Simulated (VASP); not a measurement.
The system is HfB.

```
CELL_PARAMETERS angstrom
0.00000 2.31000 2.31000
2.31000 0.00000 2.31000
2.31000 2.31000 0.00000
ATOMIC_POSITIONS crystal
Hf 0.50000 0.50000 0.50000
B 0.00000 0.00000 0.00000
```

```yaml
Program: VASP 6.6.1
Task: relaxation of cell and atoms
Functional: LDA
Potentials_or_basis: VASP PAW LDA potentials, release 64 (Hf_pv, B)
Cutoff: 600 eV
k_mesh: 10 × 10 × 10
Occupations: fermi-dirac, width 0.05 eV
Spin: no spin polarisation
```

At the start: pressure 19.7 GPa; volume 12.33 Å³/atom.

How do energy, volume and symmetry change on relaxing?

Over 4 steps the energy falls by 64.6 meV/atom and the volume is 13.46 Å³/atom (+9.2 %); space group Fm-3m (No. 225, to 0.05 Å).

The path:
```tsv
step	energy change (eV)	largest force (eV/Å)	pressure (GPa)	volume (Å³)
1	0.0000	0.0000	19.72	24.65
2	0.0992	0.0000	-18.54	30.47
3	-0.1290	0.0000	-0.45	26.98
4	-0.1291	0.0000	-0.08	26.92
```

Final structure:
```cif
data_structure
_symmetry_space_group_name_H-M 'P 1'
_symmetry_Int_Tables_number 1
_cell_length_a 3.3641
_cell_length_b 3.3641
_cell_length_c 3.3641
_cell_angle_alpha 60.000
_cell_angle_beta 60.000
_cell_angle_gamma 60.000
_cell_volume 26.92
loop_
_atom_site_label
_atom_site_type_symbol
_atom_site_fract_x
_atom_site_fract_y
_atom_site_fract_z
_atom_site_occupancy
Hf1 Hf 0.50000 0.50000 0.50000 1
B1 B 0.00000 0.00000 0.00000 1
```
